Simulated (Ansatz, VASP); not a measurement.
# Cross-check of Ni2P2O7 (Ni2P2O7 (C2/m)) between VASP and Ansatz

Aim: how closely do two programs agree when they are given the same cell, functional and k mesh? The cell is taken from a series of runs on this material, whose earlier steps may have relaxed, scaled, displaced or heated it; both programs get it as it stands.

Main program and level: Ansatz 0.2.0; plane waves, with VASP 6.6.1 beside it; PBEsol, DFT+U.

## (1) The starting structure

Symmetry: C2/m, No. 12, monoclinic system. The conventional cell has a = 6.401 Å, b = 8.217 Å, c = 4.451 Å, α = 90.00°, β = 102.68°, γ = 90.00°. Nearest to Ni lie 6 O at 2.02 to 2.19 Å. Nearest to P lie 4 O at 1.52 to 1.56 Å. O has 2 P at 1.56 Å nearest. O has 1 P at 1.52 Å and 2 Ni at 2.02 Å nearest. Nearest to O lie 1 P at 1.52 Å and 2 Ni at 2.05 to 2.19 Å. Farther neighbours and most contacts between anions are not listed.

## (2) Ansatz: relaxation of cell and atoms, PBEsol, DFT+U

Ansatz runs on its PAW soft_1 files.

The relaxed volume is the usual yardstick between codes: in a stiff, nearly cubic crystal its relative difference is about their pressure difference at one cell divided by the bulk modulus.

input.yaml

```yaml
crystal:
  lattice:
    - [3.2002953, -4.108575, 0.0]
    - [3.2002953, 4.108575, 0.0]
    - [-0.9767454, 0.0, 4.3423616]
  atoms:
    - { symbol: Ni, position: [0.31331815, 0.68668185, 0.5], spin: 2.0 }
    - { symbol: Ni, position: [0.68668185, 0.31331815, 0.5], spin: -2.0 }
    - { symbol: P, position: [0.77909797, 0.77909797, 0.0921394] }
    - { symbol: P, position: [0.22090203, 0.22090203, 0.9078606] }
    - { symbol: O, position: [0.0, 0.0, 0.0] }
    - { symbol: O, position: [0.62007483, 0.62007483, 0.78244026] }
    - { symbol: O, position: [0.37992517, 0.37992517, 0.21755974] }
    - { symbol: O, position: [0.38450064, 0.07555528, 0.72259431] }
    - { symbol: O, position: [0.92444472, 0.61549936, 0.27740569] }
    - { symbol: O, position: [0.61549936, 0.92444472, 0.27740569] }
    - { symbol: O, position: [0.07555528, 0.38450064, 0.72259431] }
magnetization:
  spin_polarized: true
  initial_magnetization: 0
  spin_locking: { lock_magnetization: hard }
basis:
  ecutwfc: 420
  xc_grid: 2
hamiltonian:
  xc: pbesol
  hubbard:
    sites: [{ species: Ni, l: d, u_eff: 4.0 }]
    projectors: ortho-atomic
  pseudopotentials: { kind: paw, azcp: { folder: soft_1 }, xc_functional: pbe }
kpoints:
  mp_grid: { grid: [6, 6, 7] }
scf:
  occupations: { method: fixed }
  max_iter: 100
relax:
  f_tol: 0.005
  max_steps: 60
  cell: {}
output:
  forces: true
  stress: true
checkpoint:
  write: "../cell.run"
  compress: false
  write_wavefunctions: false
  write_every: 100000
```

Launch:

```
ansatz run input.yaml --threads 8 --pin off --max-ram 11304MiB --backend cpu --events-out ev --progress --plain --runs-dir out
```

Numbers of over 12 decimals in the logs are rounded to 6 here.

The log of the run:

```text
Engine: ansatz 0.2.0, aarch64-unknown-linux-gnu
Pseudopotentials: kind: paw
Pseudopotential: Ni, paw, valence charge 18, recommended cutoff 420 eV (normal), soft_1/Ni.paw.azcp
Pseudopotential: P, paw, valence charge 5, recommended cutoff 420 eV (normal), soft_1/P.paw.azcp
Pseudopotential: O, paw, valence charge 6, recommended cutoff 420 eV (normal), soft_1/O.paw.azcp
Functional definition: PBEsol
  exchange = pbesol_x
  correlation = pbesol_c
Crystal: 11 atoms, lattice volume = 114.192 Å³
Basis set: ecut = 420 eV, 2235 PW (Γ), exchange–correlation on 72×72×60 points (8 copies of the dense FFT grid, shifted against one another)
Bands: 55, of which v1, the nominal top of the filled ones, is band 44 counted from 1 (43 counted from 0)
Symmetry: 2 space group operations
Space group: C2 (ITA 5), of the structure as read, at distance tolerance 4.9e-5 Å
Magnetic group: BNS 12.61 (UNI 68), of the structure as read, at distance tolerance 4.9e-5 Å
k-points: 76 of 252 (time reversal used)
Non-local potential: Ni, projectors of the file, l = 0: 3, l = 1: 2, l = 2: 3, l = 3: 1
Non-local potential: P, projectors of the file, l = 0: 2, l = 1: 2, l = 2: 1
Non-local potential: O, projectors of the file, l = 0: 2, l = 1: 2, l = 2: 1
PAW form: soft (Blöchl's): semilocal exchange-correlation on the pseudo side does not see the compensation charge
PAW frozen core: Ni, regenerated for the run's functional, and the local potential with it (the file was generated under x = pbe(κ = 0.804, μ = 0.219515), c = pbe(β = 0.066725))
PAW frozen core: P, regenerated for the run's functional, and the local potential with it (the file was generated under x = pbe(κ = 0.804, μ = 0.219515), c = pbe(β = 0.066725))
PAW frozen core: O, regenerated for the run's functional, and the local potential with it (the file was generated under x = pbe(κ = 0.804, μ = 0.219515), c = pbe(β = 0.066725))
PAW one-centre angular grid: Ni, 590 points (default); XC on 64 Gauss nodes
PAW one-centre angular grid: P, 110 points (default); XC on 64 Gauss nodes
PAW one-centre angular grid: O, 110 points (default); XC on 64 Gauss nodes
Initial density: superposition of atomic densities (chi_scale 0.1, normalization cell, long waves kept (reshape's long-wave potential 0.16 eV rms))
Starting moments: Σ|m| = 4 μB on 2 of 11 sites
Starting magnetic order: antiferromagnet; an inversion exchanges its spin sublattices: spin-degenerate at every k-point
Initial wavefunctions: pseudopotential atomic-orbital guess
Functional: x = pbesol(κ = 0.804, μ = 0.123457), c = pbesol(β = 0.046)
SCF iter   1: F=—  HF=-17035.492756 eV  |F-HF|=—  |Δ(HF+E_count)|=         —  Δρ=2.29e-1 (↑2.29e-1 ↓2.29e-1)  dr2=1.60e2  dr2_m=1.56e1  M=0.000 μB ∫|m|=0.233 μB  β_m=0.30  ethr=3.10e-3  ⟨swp⟩=4.0  Hψ=30676  notcnv=0  defer=1368
preconditioner: auto → Resta (q_TF=auto, 2.612 Å⁻¹)  ε∞=4.3  [insulator: Δε(μ)=0.000 eV  Ē_g=16.153 eV  n_scr=32 (ndim 8)  ℏωp=29.5 eV  f_vac=0.009  ε∞_Penn≈4.3]
spin=Collinear: Resta preconditioning applied to the charge; magnetization (m = ρ↑ − ρ↓) channel mixes plain (no charge-response kernel on spin).
SCF iter   2: F=—  HF=-17014.845986 eV  |F-HF|=—  |Δ(HF+E_count)|=    2.06e1  Δρ=7.79e-2 (↑7.79e-2 ↓7.79e-2)  dr2=1.11e1  dr2_m=1.04e0  M=0.000 μB ∫|m|=3.581 μB  β_m=0.28  ethr=3.10e-3  ⟨swp⟩=4.1  Hψ=20448  notcnv=0  defer=1355
SCF iter   3: F=—  HF=-17013.256379 eV  |F-HF|=—  |Δ(HF+E_count)|=    1.59e0  Δρ=4.14e-2 (↑4.14e-2 ↓4.14e-2)  dr2=3.49e0  dr2_m=4.41e-1  M=0.000 μB ∫|m|=3.466 μB  β_m=0.62  ethr=3.10e-3  ⟨swp⟩=3.1  Hψ=16893  notcnv=0  defer=1368
SCF iter   4: F=—  HF=-17015.141180 eV  |F-HF|=—  |Δ(HF+E_count)|=    1.88e0  Δρ=2.96e-2 (↑2.96e-2 ↓2.96e-2)  dr2=2.01e0  dr2_m=1.74e-1  M=0.000 μB ∫|m|=3.854 μB  β_m=0.63  ethr=3.10e-3  ⟨swp⟩=3.0  Hψ=16281  notcnv=0  defer=1314
SCF iter   5: F=—  HF=-17014.983289 eV  |F-HF|=—  |Δ(HF+E_count)|=   1.58e-1  Δρ=1.39e-2 (↑1.39e-2 ↓1.39e-2)  dr2=3.81e-1  dr2_m=6.68e-2  M=0.000 μB ∫|m|=3.834 μB  β_m=0.69  ethr=2.29e-3  ⟨swp⟩=2.0  Hψ=13414  notcnv=0  defer=1368
SCF iter   6: F=—  HF=-17014.997618 eV  |F-HF|=—  |Δ(HF+E_count)|=   1.43e-2  Δρ=7.56e-3 (↑7.56e-3 ↓7.55e-3)  dr2=1.34e-1  dr2_m=2.03e-2  M=0.000 μB ∫|m|=3.837 μB  β_m=0.78  ethr=4.33e-4  ⟨swp⟩=2.9  Hψ=10249  notcnv=0  defer=1366
SCF iter   7: F=—  HF=-17014.976399 eV  |F-HF|=—  |Δ(HF+E_count)|=   2.12e-2  Δρ=2.32e-3 (↑2.30e-3 ↓2.32e-3)  dr2=1.01e-2  dr2_m=3.33e-3  M=0.000 μB ∫|m|=3.823 μB  β_m=0.89  ethr=1.52e-4  ⟨swp⟩=2.4  Hψ=12154  notcnv=0  defer=1368
SCF iter   8: F=—  HF=-17014.975370 eV  |F-HF|=—  |Δ(HF+E_count)|=   1.03e-3  Δρ=7.39e-4 (↑7.39e-4 ↓6.87e-4)  dr2=1.65e-3  dr2_m=1.28e-4  M=0.000 μB ∫|m|=3.822 μB  β_m=0.83  ethr=1.15e-5  ⟨swp⟩=2.9  Hψ=12030  notcnv=0  defer=1368
[...]
- { symbol: O, position: [1.9975047521994758e-8, -1.9975047521994758e-8, 0] }
    - { symbol: O, position: [0.618248, 0.618248, 0.781406] }
    - { symbol: O, position: [0.381752, 0.381752, 0.218594] }
    - { symbol: O, position: [0.386603, 0.075550, 0.722213] }
    - { symbol: O, position: [0.924450, 0.613397, 0.277787] }
    - { symbol: O, position: [0.613397, 0.924450, 0.277787] }
    - { symbol: O, position: [0.075550, 0.386603, 0.722213] }
[...]
SCF iter  10: F=—  HF=-17015.005869 eV  |F-HF|=—  |Δ(HF+E_count)|=   6.74e-5  Δρ=1.21e-4 (↑1.12e-4 ↓1.21e-4)  dr2=3.42e-5  dr2_m=3.25e-6  M=0.000 μB ∫|m|=3.822 μB  β_m=0.91  ethr=3.81e-7  ⟨swp⟩=2.0  Hψ=13104  notcnv=0  defer=1352
SCF iter  11: F=—  HF=-17015.005861 eV  |F-HF|=—  |Δ(HF+E_count)|=   7.94e-6  Δρ=4.62e-5 (↑4.62e-5 ↓3.16e-5)  dr2=2.46e-6  dr2_m=4.54e-7  M=0.000 μB ∫|m|=3.822 μB  β_m=0.95  ethr=3.88e-8  ⟨swp⟩=2.1  Hψ=13437  notcnv=0  defer=1314
SCF iter  12: F=—  HF=-17015.005867 eV  |F-HF|=—  |Δ(HF+E_count)|=   5.92e-6  Δρ=5.50e-5 (↑5.50e-5 ↓5.20e-5)  dr2=6.09e-6  dr2_m=2.63e-7  M=0.000 μB ∫|m|=3.822 μB  β_m=0.95  ethr=2.80e-9  ⟨swp⟩=2.7  Hψ=15200  notcnv=0  defer=1313
SCF iter  13: F=—  HF=-17015.005868 eV  |F-HF|=—  |Δ(HF+E_count)|=   4.98e-7  Δρ=3.08e-5 (↑2.96e-5 ↓3.08e-5)  dr2=1.78e-6  dr2_m=1.42e-7  M=0.000 μB ∫|m|=3.822 μB  β_m=0.98  ethr=2.80e-9  ⟨swp⟩=2.2  Hψ=14594  notcnv=0  defer=1310
SCF iter  14: F=—  HF=-17015.005871 eV  |F-HF|=—  |Δ(HF+E_count)|=   3.56e-6  Δρ=1.85e-5 (↑1.85e-5 ↓1.54e-5)  dr2=6.75e-7  dr2_m=5.11e-8  M=0.000 μB ∫|m|=3.822 μB  β_m=0.99  ethr=2.02e-9  ⟨swp⟩=2.0  Hψ=14430  notcnv=0  defer=1309
SCF iter  15: F=—  HF=-17015.005873 eV  |F-HF|=—  |Δ(HF+E_count)|=   1.22e-6  Δρ=1.11e-5 (↑1.04e-5 ↓1.11e-5)  dr2=2.73e-7  dr2_m=1.36e-8  M=0.000 μB ∫|m|=3.822 μB  β_m=0.96  ethr=7.67e-10  ⟨swp⟩=2.2  Hψ=14390  notcnv=0  defer=1309
SCF iter  16: F=-17015.005873 eV  HF=-17015.005873 eV  |F-HF|=2.17e-8  |Δ(HF+E_count)|=   2.55e-7  Δρ=5.36e-6 (↑5.17e-6 ↓5.36e-6)  dr2=5.60e-8  dr2_m=5.10e-9  M=0.000 μB ∫|m|=3.822 μB  ethr=1.14e-10  ⟨swp⟩=1.8  Hψ=28580  notcnv=0
SCF 1 converged in 16 iterations: F = -17015.005873 eV  dr2 = 5.60e-8
a single-point calculation of the run's input, under the relaxation's own `scf.mixing.negative_modes` where the relaxation goes by `scf.lower_state_search: light` itself or types `scf.max_iter`, was made at the relaxed geometry, from the atoms, in 16 SCF iterations in all. It converged +0.0 meV from the relaxation's final energy, with moments (1.68, -1.68, 0.00, 0.00, 0.00, 0.00, 0.00, 0.00, 0.00, 0.00, 0.00 Bohr magnetons, atom by atom), which does not count as lower, and the relaxation's result stands. No further magnetic order was relaxed to its end, and one can end lower (see `relax.adjacent_minimum`).
SCF converged after 9 iterations
Stability checked in part: among states of this total moment the steps that led to this state did not find it unstable. No probe was made; neither looks for a lower state of another moment (fixed_total_moment; see scf.lower_state_search)
Magnetization: 0.0000 μB (44.0000 up, 44.0000 down)
Absolute magnetization: 3.8234 μB (∫|ρ↑−ρ↓|, with the PAW one-centre terms)
Spin contamination: 1.9896 ħ² per cell (⟨S²⟩ above its minimum at these occupations)
Per-site moments (μB) at R_I (Å): [(1.680992, 0.836017), (-1.680992, 0.836017), (-1.7211728884470503e-9, 0.632596), (-1.7211728281245063e-9, 0.632596), (-1.44495452994164e-9, 0.647470), (-1.0212241525919084e-8, 0.633824), (-1.0212241403904246e-8, 0.633824), (-0.000499997, 0.632596), (-0.000499997, 0.632596), (0.000499986, 0.632596), (0.000499986, 0.632596)]
Free energy (F): -17015.005873 eV
Harris-Foulkes:  -17015.005873 eV  (|F-HF|=7.28e-12)
Internal energy: -17015.005873 eV  (E = F + TS)
E sigma→0 (E₀):  -17015.005873 eV
Fermi energy:    6.834736 (↑ 6.834736, ↓ 6.834736) eV
--- Per-component energies (eV) ---
  E_band       = -1028.082013
  E_kinetic    = 2004.771840
  E_local      = -10985.705511  (includes V_loc(G=0)·N_el)
  E_nonlocal   = 209.123192
  E_hartree    = 5164.451680
  E_xc         = -860.992175
  E_vxc        = -1044.314239  (∫ρ·V_xc dr)
  E_hubbard    = 1.160083  (on-site DFT+U / exact-exchange correction)
  E_vhub       = -30.836809  (the Hubbard potential's part of the band-sum identity)
  E_paw        = -5431.056850  (= ΣΔE_a)
  E_vpaw       = -1510.031054  (= ΣTr[D̂ρ^β])
  E_aug_tail   = 0.007247  (compensation charges beyond the density's cutoff)
  E_ewald      = -7117.499165
  E_core_change = 0.733786  (= ΣΔE_core)
  E_smearing   = -0.000000  (= −TS)
  E_closure    = -0.000000  (closes the sum)
  Σ components = -17015.005873   (vs F -17015.005873, Δ=0.00e0)
--- Forces (eV/Å), atoms counted from 1 ---
  atom   1  Ni     0.00000000     0.00026117    -0.00000000
  atom   2  Ni     0.00000000    -0.00026120     0.00000000
  atom   3  P      0.00273313    -0.00000022     0.00167045
  atom   4  P     -0.00273313    -0.00000022    -0.00167045
  atom   5  O     -0.00000000     0.00000002    -0.00000000
  atom   6  O     -0.00106294    -0.00000005    -0.00051326
  atom   7  O      0.00106294    -0.00000005     0.00051326
  atom   8  O      0.00100572     0.00008052    -0.00021639
  atom   9  O     -0.00100572     0.00008052     0.00021639
  atom  10  O     -0.00100572    -0.00008025     0.00021664
  atom  11  O      0.00100572    -0.00008025    -0.00021664
  max |Σ_I F_I| component: 7.82e-9 eV/Å
--- Stress (GPa, compression-positive) ---
        0.001261      -0.000000       0.001813
       -0.000000      -0.002297      -0.000000
        0.001817      -0.000000       0.001203
  P = ⅓ Tr σ = 0.0001 GPa (0.001 kbar)
--- Relaxed structure (8 steps of the walk, 8 accepted, 2 SCFs on fresh bases) ---
  F+E_penalty+E_count = -17015.00587283 eV   max|allowed force component| = 2.733e-3 eV/Å   (the final SCF, on the basis selected at the relaxed cell)
  cell:  # Å, volume = 115.3351 Å³
    - [3.206391, -4.125239, 0.000504538]
    - [3.206391, 4.125239, 0.000504538]
    - [-0.977921, -5.754680637947102e-18, 4.359639]
  atoms:
    - { symbol: Ni, position: [0.313456, 0.686544, 0.5] }
    - { symbol: Ni, position: [0.686544, 0.313456, 0.5] }
    - { symbol: P, position: [0.777709, 0.777709, 0.092984] }
    - { symbol: P, position: [0.222291, 0.222291, 0.907016] }
    - { symbol: O, position: [1.9975047521994758e-8, -1.9975047521994758e-8, 0] }
    - { symbol: O, position: [0.618248, 0.618248, 0.781406] }
    - { symbol: O, position: [0.381752, 0.381752, 0.218594] }
    - { symbol: O, position: [0.386603, 0.075550, 0.722213] }
    - { symbol: O, position: [0.924450, 0.613397, 0.277787] }
    - { symbol: O, position: [0.613397, 0.924450, 0.277787] }
    - { symbol: O, position: [0.075550, 0.386603, 0.722213] }
```

(Part 1 of 2 ends here.)

[Lines on the potential files, build, host, timing and source positions are cut from VASP's logs without a mark.]

[Logs are printed without paths, hosts, clocks, repeated set-up lines and the standing remarks that a program may print on its own settings, such as how far it seeks lower states.]

[Hosts, paths, dates, database ids (printed as entryN), source tags and the programs' standing remarks are cut or masked in the printed files.]
